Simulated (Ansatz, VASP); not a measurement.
## La2O3 in two plane-wave programs

Wanted: the spread between two codes on one cell, functional and k mesh.

Calculated with Ansatz 0.2.0; plane waves, with VASP 6.6.1 beside it; relaxation of cell and atoms at r2SCAN and relaxation of cell and atoms at PBE with D3(BJ).

## (1) Starting point

It takes space group P-3m1 (No. 164, trigonal). The conventional cell has a = 3.931 Å, b = 3.931 Å, c = 6.112 Å, α = 90.00°, β = 90.00°, γ = 120.00°. La has 7 O at 2.36 to 2.72 Å nearest. O has 4 La at 2.36 to 2.44 Å nearest. O has 6 La at 2.72 Å nearest. Farther neighbours and most contacts between anions are not listed.

## (2) VASP: relaxation of cell and atoms, r2SCAN

The relaxed volume is the usual yardstick between codes: its relative difference is about their pressure difference at one cell divided by the bulk modulus.

Lines of VASP's logs that name or quote its potential files are left out, and so is its time.

File INCAR:

```
SYSTEM = La2O3
PREC = Accurate
ENCUT = 560
EDIFF = 1E-06
NELM = 100
ISMEAR = -1
SIGMA = 0.05
LREAL = .FALSE.
ALGO = Normal
METAGGA = R2SCAN
LASPH = .TRUE.
NBANDS = 26
LORBIT = 11
LWAVE = .FALSE.
LCHARG = .FALSE.
KPAR = 4
IBRION = 2
NSW = 60
ISIF = 3
EDIFFG = -0.01
```

File POSCAR:

```
La2O3
1.0
    3.9307778780      0.0000000000      0.0000000000
   -1.9653889390      3.4041534990      0.0000000000
    0.0000000000      0.0000000000      6.1119535200
La O
2 3
Direct
    0.6666666700      0.3333333300      0.7537643200
    0.3333333300      0.6666666700      0.2462356800
    0.6666666700      0.3333333300      0.3541093500
    0.3333333300      0.6666666700      0.6458906500
    0.0000000000      0.0000000000      0.0000000000
```

File KPOINTS:

```
Automatic mesh
0
Gamma
7 7 4
0 0 0
```

Potentials, in the order of the species: La and O (PBE family, release 64).

Started as:

```console
mpirun -np 4 vasp_std
```

Numbers of over 12 decimals in the logs are rounded to 6 here.

The program printed:

```text
[banner, memory and clock lines left out]
running    4 mpi-ranks, on    1 nodes
 distrk:  each k-point on    1 cores,    4 groups
 distr:  one band on    1 cores,    1 groups

 POSCAR found type information on POSCAR LaO
 POSCAR found :  2 types and       5 ions
|                                                                             |
|               ----> ADVICE to this user running VASP <----                  |
|                                                                             |
|     You enforced a specific xc type in the INCAR file but a different       |
|     [... a line on the potential file left out ...]
|     I HOPE YOU KNOW WHAT YOU ARE DOING!                                     |
|                                                                             |

 LDA part: xc-table for (None), standard interpolation
 POSCAR, INCAR and KPOINTS ok, starting setup
 FFT: planning ... GRIDC
 FFT: planning ... GRID_SOFT
 FFT: planning ... GRID
 WAVECAR not read
 entering main loop
       N       E                     dE             d eps       ncg     rms          rms(c)
DAV:   1     0.447453730730E+03    0.44745E+03   -0.16668E+04  1472   0.252E+03
DAV:   2     0.312489094093E+02   -0.41620E+03   -0.40572E+03  2048   0.404E+02
DAV:   3    -0.963976330007E+02   -0.12765E+03   -0.12407E+03  2524   0.218E+02
DAV:   4    -0.113804384704E+03   -0.17407E+02   -0.17378E+02  2534   0.862E+01
DAV:   5    -0.114857024735E+03   -0.10526E+01   -0.10518E+01  2496   0.247E+01    0.139E+01
DAV:   6    -0.954738466506E+02    0.19383E+02   -0.27753E+01  2380   0.357E+01    0.527E+00
DAV:   7    -0.960250092830E+02   -0.55116E+00   -0.26817E+00  2624   0.155E+01    0.351E+00
DAV:   8    -0.961032877761E+02   -0.78278E-01   -0.10662E+00  2736   0.901E+00    0.148E+00
DAV:   9    -0.960594166140E+02    0.43871E-01   -0.30383E-01  2432   0.387E+00    0.379E-01
DAV:  10    -0.960611652632E+02   -0.17486E-02   -0.47948E-02  2656   0.170E+00    0.181E-01
DAV:  11    -0.960628082864E+02   -0.16430E-02   -0.12869E-02  2648   0.871E-01    0.233E-01
DAV:  12    -0.960616186560E+02    0.11896E-02   -0.14314E-02  2352   0.780E-01    0.685E-02
DAV:  13    -0.960616025341E+02    0.16122E-04   -0.19404E-03  2624   0.362E-01    0.348E-02
DAV:  14    -0.960615820176E+02    0.20517E-04   -0.11564E-04  2544   0.103E-01    0.175E-02
DAV:  15    -0.960615799526E+02    0.20649E-05   -0.77292E-05  2680   0.596E-02    0.520E-03
DAV:  16    -0.960615798999E+02    0.52690E-07   -0.13923E-05  2472   0.284E-02    0.523E-03
DAV:  17    -0.960615789635E+02    0.93644E-06   -0.24890E-06  1608   0.147E-02
   1 F= -.96061579E+02 E0= -.96061579E+02  d E =-.960616E+02
[...]
2 F= -.96061619E+02 E0= -.96061619E+02  d E =-.396685E-04
[...]
3 F= -.96061638E+02 E0= -.96061638E+02  d E =-.594261E-04
 curvature:  -0.32 expect dE=-0.155E-04 dE for cont linesearch -0.174E-07
 trial: gam= 0.27491 g(F)=  0.179E-04 g(S)=  0.313E-04 ort =-0.325E-05 (trialstep = 0.926E+00)
 search vector abs. value=  0.619E-04
 bond charge predicted
       N       E                     dE             d eps       ncg     rms          rms(c)
DAV:   1    -0.960616241568E+02    0.13988E-04   -0.11711E-02  2000   0.128E+00    0.408E-02
DAV:   2    -0.960616815172E+02   -0.57360E-04   -0.98219E-04  2364   0.340E-01    0.267E-02
DAV:   3    -0.960616672298E+02    0.14287E-04   -0.55683E-05  2632   0.850E-02    0.120E-02
DAV:   4    -0.960616665746E+02    0.65516E-06   -0.21424E-05  2840   0.452E-02    0.406E-03
DAV:   5    -0.960616670303E+02   -0.45565E-06   -0.24510E-06  1784   0.116E-02
   4 F= -.96061667E+02 E0= -.96061667E+02  d E =-.286407E-04
 trial-energy change:   -0.000029  1 .order   -0.000029   -0.000045   -0.000012
 step:   1.2787(harm=  1.2787)  dis= 0.00107  next Energy=   -96.061669 (dE=-0.309E-04)
 reached required accuracy - stopping structural energy minimisation
```

From OUTCAR (step 2):

```text
ion  position               nearest neighbor table
   1  0.667  0.333  0.754-   4 2.36   4 2.36   4 2.36   3 2.44   5 2.72   5 2.72   5 2.72
   2  0.333  0.667  0.246-   3 2.36   3 2.36   3 2.36   4 2.44   5 2.72   5 2.72   5 2.72
   3  0.667  0.333  0.354-   2 2.36   2 2.36   2 2.36   1 2.44
   4  0.333  0.667  0.646-   1 2.36   1 2.36   1 2.36   2 2.44
   5  0.000  0.000  0.000-   1 2.72   2 2.72   1 2.72   2 2.72   1 2.72   2 2.72

  LATTYP: Found a hexagonal cell.
 ALAT       =     3.9307778780
 C/A-ratio  =     1.5548966921

 Subroutine GETGRP returns: Found 12 space group operations
 (whereof 12 operations were pure point group operations)

The static configuration has the point symmetry D_3d.

 Found     28 irreducible k-points:

   k-points           NKPTS =     28   k-points in BZ     NKDIM =     28   number of bands    NBANDS=     26

   dimension x,y,z NGX =    30 NGY =   30 NGZ =   48
   dimension x,y,z NGXF=    60 NGYF=   60 NGZF=   96

   ENCUT  =  560.0 eV  41.16 Ry    6.42 a.u.   7.58  7.58 11.79*2*pi/ulx,y,z

   NELECT =      40.0000    total number of electrons

 k-points in reciprocal lattice and weights: Automatic mesh
   0.00000000  0.00000000  0.00000000       0.005
   0.14285714  0.00000000  0.00000000       0.031
   0.28571429  0.00000000  0.00000000       0.031
   0.42857143  0.00000000  0.00000000       0.031
   0.14285714  0.14285714  0.00000000       0.031
   0.28571429  0.14285714  0.00000000       0.061
   0.42857143  0.14285714  0.00000000       0.031
   0.28571429  0.28571429  0.00000000       0.031
   0.00000000  0.00000000  0.25000000       0.010
[...]
0.42857143  0.14285714  0.50000000       0.031
   0.28571429  0.28571429  0.50000000       0.031

 average (electrostatic) potential at core
       1-100.7101       2-100.7101       3 -70.6735       4 -70.6735       5 -70.1327

 E-fermi :   6.8664

 k-point     1 :       0.0000    0.0000    0.0000
  band No.  band energies     occupation
    ...
     16       3.5898      2.00000
     17       4.0643      2.00000
     18       5.3274      2.00000
     19       5.3274      2.00000
     20       5.5943      2.00000
     21      10.5057      0.00000
     22      10.8349      0.00000
     23      10.8349      0.00000
     24      11.4750      0.00000
     25      11.7138      0.00000
    ...

 k-point     2 :       0.1429    0.0000    0.0000
  band No.  band energies     occupation
    ...
     16       3.6705      2.00000
     17       4.5092      2.00000
     18       5.0642      2.00000
     19       5.3152      2.00000
     20       5.5296      2.00000
     21      10.6011      0.00000
     22      10.8616      0.00000
     23      10.9938      0.00000
     24      11.5222      0.00000
     25      11.6789      0.00000
    ...

 k-point     3 :       0.2857    0.0000    0.0000
  band No.  band energies     occupation
    ...
     16       4.2235      2.00000
     17       4.7372      2.00000
     18       4.8425      2.00000
     19       5.3474      2.00000
     20       5.4694      2.00000
     21      10.2955      0.00000
     22      10.9557      0.00000
     23      11.3217      0.00000
     24      11.5975      0.00000
     25      11.6183      0.00000
    ...

  Total       -0.0043859     -0.0043859      0.0037013      0.0000000      0.0000000      0.0000000
  in kB       -0.0858382     -0.0858382      0.0724394      0.0000000      0.0000000      0.0000000
  external PRESSURE =      -0.0330790 kB  Pullay stress =       0.0000000 kB

  energy-cutoff  :      560.00
  volume of cell :       81.86
      direct lattice vectors                 reciprocal lattice vectors
     3.930809682 -0.000000000 -0.000000000     0.254400513  0.146878205 -0.000000000
    -1.965404841  3.404181042 -0.000000000     0.000000000  0.293756409 -0.000000000
     0.000000000  0.000000000  6.117810833     0.000000000  0.000000000  0.163457163

 POSITION                                       TOTAL-FORCE (eV/Angst)
 -----------------------------------------------------------------------------------
      1.96540      1.13473      4.61228         0.000000     -0.000000     -0.004277
     -0.00000      2.26945      1.50553        -0.000000      0.000000      0.004277
      1.96540      1.13473      2.16519        -0.000000     -0.000000     -0.007155
     -0.00000      2.26945      3.95262         0.000000      0.000000      0.007155
      3.93081     -0.00000      0.00000        -0.000000      0.000000     -0.000000
 -----------------------------------------------------------------------------------
    total drift:                               -0.000000      0.000000      0.000000

  FREE ENERGIE OF THE ION-ELECTRON SYSTEM (eV)
  ---------------------------------------------------
  free  energy   TOTEN  =       -96.0616670303 eV

  energy  without entropy=      -96.0616670303  energy(sigma->0) =      -96.06166703

 reached required accuracy - stopping structural energy minimisation

 total charge
# of ion       s       p       d       f       tot
--------------------------------------------------
    1        1.995   5.724   0.612   0.224   8.554
    2        1.995   5.724   0.612   0.224   8.554
    3        1.572   3.495   0.000   0.000   5.067
    4        1.572   3.495   0.000   0.000   5.067
    5        1.556   3.412   0.000   0.000   4.968
--------------------------------------------------
tot          8.688  21.849   1.223   0.449  32.209

[... 3 further parts left out ...]
```

CONTCAR:

```
La2O3
   1.00000000000000
     3.9308096818912803   -0.0000000000000000   -0.0000000000000000
    -1.9654048409456402    3.4041810419777883   -0.0000000000000000
     0.0000000000000000    0.0000000000000000    6.1178108325842633
  La              O
     2     3
Direct
     0.6666666699999979    0.3333333300000021    0.7539101795439229
     0.3333333300000021    0.6666666699999979    0.2460898204560771
     0.6666666699999979    0.3333333300000021    0.3539155206469645
     0.3333333300000021    0.6666666699999979    0.6460844793530354
     1.0000000000000000    0.0000000000000000    0.0000000000000000
```

## (3) Ansatz: relaxation of cell and atoms, r2SCAN

Ansatz runs on its default PAW (the set named soft_2) files.

The same cell, functional, mesh and smearing now go to Ansatz, which takes its cutoff from its data sets.

File input.yaml:

```yaml
crystal:
  lattice:
    - [3.930777878, 0.0, 0.0]
    - [-1.965388939, 3.404153499, 0.0]
    - [0.0, 0.0, 6.11195352]
  atoms:
    - { symbol: La, position: [0.66666667, 0.33333333, 0.75376432] }
    - { symbol: La, position: [0.33333333, 0.66666667, 0.24623568] }
    - { symbol: O, position: [0.66666667, 0.33333333, 0.35410935] }
    - { symbol: O, position: [0.33333333, 0.66666667, 0.64589065] }
    - { symbol: O, position: [0.0, 0.0, 0.0] }
hamiltonian:
  xc: r2scan
  pseudopotentials: { kind: paw }
kpoints:
  mp_grid: { grid: [7, 7, 4] }
scf:
  occupations: { method: fermi_dirac, width: 0.05 }
relax:
  f_tol: 0.01
  max_steps: 60
  cell: { stress_tol: 0.05 }
output:
  forces: true
  stress: true
  write_density: true
  write_potential: true
  elf: true
  volumetric_format: npy
```

Started as:

```console
ansatz run input.yaml --threads 4 --pin off --max-ram 9216MiB --backend cpu --events-out ev --progress --plain --runs-dir out
```

The program printed:

```text
Engine: ansatz 0.2.0, aarch64-unknown-linux-gnu
Pseudopotentials: kind: paw
Pseudopotential: La, paw, valence charge 11, recommended cutoff 500 eV (meta_gga), La.paw.azcp
Pseudopotential: O, paw, valence charge 6, recommended cutoff 500 eV (meta_gga), O.paw.azcp
Functional definition: r2SCAN
  parameter k0 = 0.174
  parameter k1 = 0.065
  parameter a1 = 4.9479
  exchange = r2scan_x(k0 = k0, k1 = k1, a1 = a1)
  correlation = r2scan_c
Crystal: 5 atoms, lattice volume = 81.784 Å³
Basis set: ecut = 500 eV, 2057 PW (Γ), exchange–correlation on 120×120×180 points (64 copies of the dense FFT grid, shifted against one another)
Bands: 25, of which v1, the nominal top of the filled ones, is band 20 counted from 1 (19 counted from 0)
Symmetry: 12 space group operations
Space group: P-3m1 (ITA 164), of the structure as read, at distance tolerance 4.3e-5 Å
k-points: 28 of 196
Non-local potential: La, projectors of the file, l = 0: 3, l = 1: 2, l = 2: 2, l = 3: 3
Non-local potential: O, projectors of the file, l = 0: 2, l = 1: 2, l = 2: 1
PAW form: soft (Blöchl's): semilocal exchange-correlation on the pseudo side does not see the compensation charge
PAW frozen core: La, regenerated for the run's functional (the file was generated under x = pbe(κ = 0.804, μ = 0.219515), c = pbe(β = 0.066725))
PAW frozen core: O, regenerated for the run's functional (the file was generated under x = pbe(κ = 0.804, μ = 0.219515), c = pbe(β = 0.066725))
PAW one-centre angular grid: La, 974 points (default); XC on 160 Gauss nodes
PAW one-centre angular grid: O, 302 points (default); XC on 160 Gauss nodes
Initial density: superposition of atomic densities (neutral atoms: chi_scale 0, normalization atom), corrected by the library's trained network
Initial wavefunctions: pseudopotential atomic-orbital guess
Functional: x = r2scan, c = r2scan; τ floored in thin density (d = 2e-4 eV/Å³)
SCF iter   1: F=—  HF=-14245.586618 eV  |F-HF|=—  |Δ(HF+E_count)|=         —  Δρ=1.43e-2  dr2=2.31e-1  dr2_τ=1.99e-1  ethr=1.77e-3  ⟨swp⟩=6.1  Hψ=3442  notcnv=0
preconditioner: auto → Resta (q_TF=auto, 2.422 Å⁻¹)  ε∞=4.2  [insulator: Δε(μ)=4.630 eV  Ē_g=13.750 eV  σ=0.050 eV  W_gap=1.00  n_scr=22 (ndim 8)  ℏωp=24.6 eV  f_vac=0.022  D(μ)=0.00/eV (n_scr^D=0)  ε∞_Penn≈4.2]
SCF iter   2: F=—  HF=-14245.718967 eV  |F-HF|=—  |Δ(HF+E_count)|=   1.32e-1  Δρ=6.74e-3  dr2=1.73e-2  dr2_τ=8.00e-3  ethr=5.77e-4  ⟨swp⟩=4.2  Hψ=1645  notcnv=0  defer=28
SCF iter   3: F=—  HF=-14245.716339 eV  |F-HF|=—  |Δ(HF+E_count)|=   2.63e-3  Δρ=2.67e-3  dr2=4.60e-3  dr2_τ=3.59e-4  ethr=4.33e-5  ⟨swp⟩=3.2  Hψ=1427  notcnv=0  defer=28
SCF iter   4: F=—  HF=-14245.715750 eV  |F-HF|=—  |Δ(HF+E_count)|=   5.89e-4  Δρ=9.47e-4  dr2=4.66e-4  dr2_τ=8.89e-5  ethr=1.15e-5  ⟨swp⟩=3.3  Hψ=1320  notcnv=0  defer=28
SCF iter   5: F=—  HF=-14245.715736 eV  |F-HF|=—  |Δ(HF+E_count)|=   1.32e-5  Δρ=3.32e-4  dr2=6.88e-5  dr2_τ=1.24e-5  ethr=1.17e-6  ⟨swp⟩=2.0  Hψ=1182  notcnv=0  defer=28
SCF iter   6: F=—  HF=-14245.715742 eV  |F-HF|=—  |Δ(HF+E_count)|=   5.99e-6  Δρ=8.25e-5  dr2=5.39e-6  dr2_τ=4.05e-7  ethr=1.72e-7  ⟨swp⟩=2.0  Hψ=1201  notcnv=0  defer=28
SCF iter   7: F=—  HF=-14245.715744 eV  |F-HF|=—  |Δ(HF+E_count)|=   1.57e-6  Δρ=3.67e-5  dr2=1.23e-6  dr2_τ=8.17e-8  ethr=1.35e-8  ⟨swp⟩=2.0  Hψ=1177  notcnv=0  defer=28
SCF iter   8: F=—  HF=-14245.715744 eV  |F-HF|=—  |Δ(HF+E_count)|=   1.63e-7  Δρ=1.35e-5  dr2=1.61e-7  dr2_τ=3.79e-9  ethr=3.07e-9  ⟨swp⟩=2.0  Hψ=923  notcnv=0  defer=28
SCF iter   9: F=-14245.715744 eV  HF=-14245.715744 eV  |F-HF|=5.01e-9  |Δ(HF+E_count)|=   2.54e-8  Δρ=2.85e-6  dr2=6.79e-9  dr2_τ=1.77e-10  ethr=2.50e-10  ⟨swp⟩=8.7  Hψ=4615  notcnv=0
SCF 1 converged in 9 iterations: F = -14245.715744 eV  dr2 = 6.79e-9
  greatest PAW one-centre occupation: 0.968 electrons in one spin orbital (limit 2), on the La atom at site 1 (counted from 0), in its partial waves of l = 0
relax step   1: F+E_penalty+E_count = -14245.71574377 eV  Δ(F+E_penalty+E_count) = +0.000e0 eV  max|allowed force component| = 4.576e-2 eV/Å  Δτ_max = 0.0000 Å  P = +0.635 GPa  Ω = 81.784 Å³  (9 SCF iters, dr2 threshold 1.00e-7 eV, accepted)
[...]
relax step   2: F+E_penalty+E_count = -14245.71457376 eV  Δ(F+E_penalty+E_count) = +1.170e-3 eV  max|allowed force component| = 2.143e-2 eV/Å  Δτ_max = 0.0010 Å  P = -0.897 GPa  Ω = 82.735 Å³  energy of the carried Pulay correction = -3.847e-4 eV  (7 SCF iters, dr2 threshold 5.00e-7 eV, rejected (line search))
[...]
relax step   3: F+E_penalty+E_count = -14245.71634863 eV  Δ(F+E_penalty+E_count) = -6.049e-4 eV  max|allowed force component| = 1.452e-2 eV/Å  Δτ_max = 0.0011 Å  P = -0.020 GPa  Ω = 82.156 Å³  energy of the carried Pulay correction = -1.513e-4 eV  (9 SCF iters, accepted)
[...]
relax step   4: F+E_penalty+E_count = -14245.71632208 eV  Δ(F+E_penalty+E_count) = +2.655e-5 eV  max|allowed force component| = 2.471e-2 eV/Å  Δτ_max = 0.0016 Å  P = -0.030 GPa  Ω = 82.195 Å³  energy of the carried Pulay correction = -1.671e-4 eV  (6 SCF iters, dr2 threshold 1.32e-8 eV, rejected (line search))
[...]
relax step   5: F+E_penalty+E_count = -14245.71637288 eV  Δ(F+E_penalty+E_count) = -2.425e-5 eV  max|allowed force component| = 5.168e-3 eV/Å  Δτ_max = 0.0008 Å  P = -0.008 GPa  Ω = 82.160 Å³  energy of the carried Pulay correction = -1.529e-4 eV  (8 SCF iters, accepted)
[...]
relax step   6: F+E_penalty+E_count = -14245.71654164 eV  Δ(F+E_penalty+E_count) = -1.688e-4 eV  max|allowed force component| = 5.160e-3 eV/Å  Δτ_max = 0.0000 Å  P = -0.010 GPa  Ω = 82.160 Å³  stress off target by 2.20e-2 GPa  SCF on the basis re-selected at this cell (its energy is not comparable with the rows above)  (5 SCF iters)
basis re-selected at this cell: Δ(F+E_penalty+E_count) = -1.688e-4 eV, ΔP = -0.002 GPa vs the last step (what re-selecting the basis moved, of the pressure what is left beyond the Pulay correction that the steps carried, after the strain that the cell walked since its last selection, with what the two solves' SCF thresholds leave and, on support functions, any second-order correction that the steps lacked; it is no m [...]
SCF converged after 5 iterations
Free energy (F): -14245.716542 eV
Harris-Foulkes:  -14245.716542 eV  (|F-HF|=1.46e-11)
Internal energy: -14245.716542 eV  (E = F + TS)
E sigma→0 (E₀):  -14245.716542 eV
Fermi energy:    11.540005 eV
--- Per-component energies (eV) ---
  E_band       = -34.285429
  E_kinetic    = 915.419252
  E_local      = -1538.457959  (includes V_loc(G=0)·N_el)
  E_nonlocal   = 331.547684
  E_hartree    = 550.432695
  E_xc         = -488.451494
  E_vxc        = -643.605474  (∫ρ·V_xc dr)
  E_paw        = -11355.767399  (= ΣΔE_a)
  E_vpaw       = -237.204570  (= ΣTr[D̂ρ^β])
  E_aug_tail   = 0.002930  (compensation charges beyond the density's cutoff)
  E_vtau       = 37.147379  (kinetic-family band-sum trace: ∫τ·v_τ [+ j·A + Jᵃ·Aᵃ] dr)
  E_ewald      = -2660.483453
  E_core_change = 0.041202  (= ΣΔE_core)
  E_smearing   = -0.000000  (= −TS)
  E_closure    = -0.000000  (closes the sum)
  Σ components = -14245.716542   (vs F -14245.716542, Δ=0.00e0)
--- Forces (eV/Å), atoms counted from 1 ---
  atom   1  La    -0.00000000     0.00000000    -0.00447136
  atom   2  La     0.00000000    -0.00000000     0.00447136
  atom   3  O      0.00000000    -0.00000000    -0.00516002
  atom   4  O      0.00000000     0.00000000     0.00516002
  atom   5  O     -0.00000000     0.00000000     0.00000000
  max |Σ_I F_I| component: 3.87e-17 eV/Å
--- Stress (GPa, compression-positive) ---
       -0.022003      -0.000000      -0.000000
       -0.000000      -0.022003      -0.000000
       -0.000000      -0.000000       0.014635
  P = ⅓ Tr σ = -0.0098 GPa (-0.098 kbar)
--- Band table (eV; the first three rows and the last of 28) ---
  k-point 0: bands = [... 16 lower, 7.7440, 9.0039, 9.0039, 9.2666, 14.1412, 14.4758, 14.4758, 15.1117, ... 1 higher]
  k-point 1: bands = [... 16 lower, 8.0985, 8.9833, 9.0498, 9.0498, 14.2951, 14.5492, 14.5492, 15.1191, ... 1 higher]
  k-point 2: bands = [... 16 lower, 8.3921, 8.6182, 9.1016, 9.1016, 14.5667, 14.6179, 14.6179, 14.8626, ... 1 higher]
  k-point 27: bands = [... 16 lower, 8.7851, 8.9495, 9.0234, 9.3384, 14.1165, 14.6219, 14.7643, 15.0387, ... 1 higher]
--- Relaxed structure (5 steps of the walk, 3 accepted, 1 SCFs on fresh bases) ---
  F+E_penalty+E_count = -14245.71654164 eV   max|allowed force component| = 5.160e-3 eV/Å   (the final SCF, on the basis selected at the relaxed cell)
  cell:  # Å, volume = 82.1603 Å³
    - [3.935696, 0, 1.6855999307347463e-18]
    - [-1.967848, 3.408413, -8.427999653673735e-19]
    - [2.620933756547052e-18, 0, 6.124751]
  atoms:
    - { symbol: La, position: [0.666667, 0.333333, 0.753892] }
    - { symbol: La, position: [0.333333, 0.666667, 0.246108] }
    - { symbol: O, position: [0.666667, 0.333333, 0.353948] }
    - { symbol: O, position: [0.333333, 0.666667, 0.646052] }
    - { symbol: O, position: [0, 0, 0] }
```

Elapsed: 13 s, on 4 threads of Arm Neoverse V2, shared host; peak memory 0.61 GiB; 50 s of CPU time.

(Continued in part 2 of 2.)

[Lines on the potential files, build, host, timing and source positions are cut from VASP's logs without a mark.]

[Logs are printed without paths, hosts, clocks, repeated set-up lines and the standing remarks that a program may print on its own settings, such as how far it seeks lower states.]

[Hosts, paths, dates, database ids (printed as entryN), source tags and the programs' standing remarks are cut or masked in the printed files.]
